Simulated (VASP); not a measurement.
Calculation: PBE GGA, VASP's PBE PAW potentials (set 64) (plane waves; VASP).

A VASP calculation is set up with these files.

### KPOINTS
```
Regular mesh
0
gamma
10 10 6
0 0 0
```

### INCAR
```
# general
SYSTEM =Gd
PREC   =Accurate
ENCUT  =400
LREAL  =.FALSE.
LASPH  =.TRUE.

# electronic loop
EDIFF  =1E-6
NELM   =100
ALGO   =Fast
LMAXMIX=6

# smearing
ISMEAR =1
SIGMA  =0.1

# functional
GGA    =PE

# ions
ISIF   =2

# output
LWAVE  =.FALSE.
LCHARG =.FALSE.
```

### POSCAR
```
Gd
3.7025990
  0.5000001350  -0.8660254594   0.0000000000
  0.5000001350   0.8660254594   0.0000000000
  0.0000000000   0.0000000000   1.5922869314
Gd
2
Cartesian
  0.5000001350   0.2886757305   0.3980717329
  0.5000001350  -0.2886757305   1.1942151986
```

POTCAR, in this order: Gd_3 (PBE.64 set). Program: vasp_std.

What VASP printed:

File OUTCAR:
```
 ion  position               nearest neighbor table
   1  0.333  0.667  0.250-   2 3.64   2 3.64   2 3.64   2 3.64   2 3.64   2 3.64
   2  0.667  0.333  0.750-   1 3.64   1 3.64   1 3.64   1 3.64   1 3.64   1 3.64
  LATTYP: Found a hexagonal cell.
 ALAT       =     3.7025994284
 C/A-ratio  =     1.5922867472
 Subroutine PRICEL returns:
 Original cell was already a primitive cell.
 Subroutine GETGRP returns: Found 24 space group operations
The static configuration has the point symmetry D_3d.
 The point group associated with its full space group is D_6h.
The dynamic configuration has the point symmetry D_3d.
 Subroutine INISYM returns: Found 24 space group operations
 Subroutine IBZKPT returns following result:
 Found     56 irreducible k-points:

 Following reciprocal coordinates:
            Coordinates               Weight
  0.000000  0.000000  0.000000      1.000000
  0.100000  0.000000  0.000000      6.000000
  0.200000  0.000000  0.000000      6.000000
  0.300000  0.000000  0.000000      6.000000
  0.400000  0.000000  0.000000      6.000000
  0.500000  0.000000  0.000000      3.000000
  0.100000  0.100000  0.000000      6.000000
  0.200000  0.100000  0.000000     12.000000
  0.300000  0.100000  0.000000     12.000000
  0.400000  0.100000  0.000000     12.000000
  0.200000  0.200000  0.000000      6.000000
  0.300000  0.200000  0.000000     12.000000
  0.400000  0.200000  0.000000      6.000000
  0.300000  0.300000  0.000000      6.000000
  0.000000  0.000000  0.166667      2.000000
  0.100000  0.000000  0.166667     12.000000
  0.200000  0.000000  0.166667     12.000000
  0.300000  0.000000  0.166667     12.000000
  0.400000  0.000000  0.166667     12.000000
  0.500000  0.000000  0.166667      6.000000
  0.100000  0.100000  0.166667     12.000000
  0.200000  0.100000  0.166667     24.000000
  0.300000  0.100000  0.166667     24.000000
  0.400000  0.100000  0.166667     24.000000
  0.200000  0.200000  0.166667     12.000000
  0.300000  0.200000  0.166667     24.000000
  0.400000  0.200000  0.166667     12.000000
  0.300000  0.300000  0.166667     12.000000
  0.000000  0.000000  0.333333      2.000000
  0.100000  0.000000  0.333333     12.000000
  0.200000  0.000000  0.333333     12.000000
  0.300000  0.000000  0.333333     12.000000
  0.400000  0.000000  0.333333     12.000000
  0.500000  0.000000  0.333333      6.000000
  0.100000  0.100000  0.333333     12.000000
  0.200000  0.100000  0.333333     24.000000
  0.300000  0.100000  0.333333     24.000000
  0.400000  0.100000  0.333333     24.000000
  0.200000  0.200000  0.333333     12.000000
  0.300000  0.200000  0.333333     24.000000
   k-points           NKPTS =     56   k-points in BZ     NKDIM =     56   number of bands    NBANDS=     13
   number of dos      NEDOS =    301   number of ions     NIONS =      2
   total plane-waves  NPLWV =  23040
   dimension x,y,z NGX =    24 NGY =   24 NGZ =   40
   dimension x,y,z NGXF=    48 NGYF=   48 NGZF=   80
   ions per type =               2
   PREC   = accura    normal or accurate (medium, high low for compatibility)
   ISTART =      0    job   : 0-new  1-cont  2-samecut
   ICHARG =      2    charge: 1-file 2-atom 10-const
   ISPIN  =      1    spin polarized calculation?
   LNONCOLLINEAR =      F non collinear calculations
   LSORBIT =      F    spin-orbit coupling
   INIWAV =      1    electr: 0-lowe 1-rand  2-diag
   ENCUT  =  400.0 eV  29.40 Ry    5.42 a.u.   6.04  6.04  9.61*2*pi/ulx,y,z
   NELM   =    100;   NELMIN=  2; NELMDL= -5     # of ELM steps
   EDIFF  = 0.1E-05   stopping-criterion for ELM
   LREAL  =      F    real-space projection
...
```

OSZICAR:
```
       N       E                     dE             d eps       ncg     rms          rms(c)
DAV:   1     0.330801128835E+02    0.33080E+02   -0.78774E+03  1456   0.998E+02
DAV:   2    -0.772090958350E+01   -0.40801E+02   -0.39726E+02  1676   0.205E+02
DAV:   3    -0.910378649684E+01   -0.13829E+01   -0.13321E+01  1965   0.246E+01
DAV:   4    -0.912798603439E+01   -0.24200E-01   -0.23947E-01  1747   0.353E+00
DAV:   5    -0.912881515783E+01   -0.82912E-03   -0.82898E-03  2208   0.467E-01    0.218E+01
RMM:   6    -0.912640723524E+01    0.24079E-02   -0.20555E-02  1466   0.111E+00    0.131E+01
RMM:   7    -0.913370814492E+01   -0.73009E-02   -0.59492E-02  1959   0.171E+00    0.203E-01
RMM:   8    -0.913343595232E+01    0.27219E-03   -0.37793E-03  1741   0.574E-01    0.739E-02
RMM:   9    -0.913339823383E+01    0.37718E-04   -0.67186E-04  1831   0.202E-01    0.266E-02
RMM:  10    -0.913340777996E+01   -0.95461E-05   -0.10247E-04  1960   0.673E-02    0.108E-02
RMM:  11    -0.913340826173E+01   -0.48177E-06   -0.19672E-05  1998   0.308E-02    0.536E-03
RMM:  12    -0.913340898582E+01   -0.72409E-06   -0.32167E-06  1380   0.134E-02
   1 F= -.91334090E+01 E0= -.91337898E+01  d E =0.114254E-02
```

**OUTCAR**
```
------------------------ aborting loop because EDIFF is reached ----------------------------------------
  FORCE on cell =-STRESS in cart. coord.  units (eV):
  Direction    XX          YY          ZZ          XY          YZ          ZX
  --------------------------------------------------------------------------------------
  Total       -0.7696209     -0.7696206     -1.2553648      0.0000000     -0.0000000      0.0000000
  in kB      -17.6163243    -17.6163171    -28.7348143      0.0000000     -0.0000000      0.0000000
  external PRESSURE =     -21.3224852 kB  Pullay stress =       0.0000000 kB
  volume of cell :       70.00
      direct lattice vectors                 reciprocal lattice vectors
     1.851300000 -3.206545000  0.000000000     0.270080484 -0.155931072  0.000000000
     1.851300000  3.206545000  0.000000000     0.270080484  0.155931072  0.000000000
     0.000000000  0.000000000  5.895600000     0.000000000  0.000000000  0.169618020
 POSITION                                       TOTAL-FORCE (eV/Angst)
 -----------------------------------------------------------------------------------
      1.85130      1.06885      1.47390         0.000000     -0.000000      0.000000
      1.85130     -1.06885      4.42170        -0.000000      0.000000      0.000000
 -----------------------------------------------------------------------------------
    total drift:                                0.000000      0.000121     -0.000011
  FREE ENERGIE OF THE ION-ELECTRON SYSTEM (eV)
  ---------------------------------------------------
  free  energy   TOTEN  =        -9.1334089858 eV

  energy  without entropy=       -9.1345515247  energy(sigma->0) =       -9.13378983
```
(Selected blocks of OUTCAR.)

The 4f electrons are frozen in the core of the lanthanide potential, so 4f levels, which can set the real gap, and their magnetism are missing.

The compound is Gd in the hcp structure. The cell was not relaxed at this level. The run is one of a series of settings (ALGO = Fast against the base run), some of them coarse on purpose.
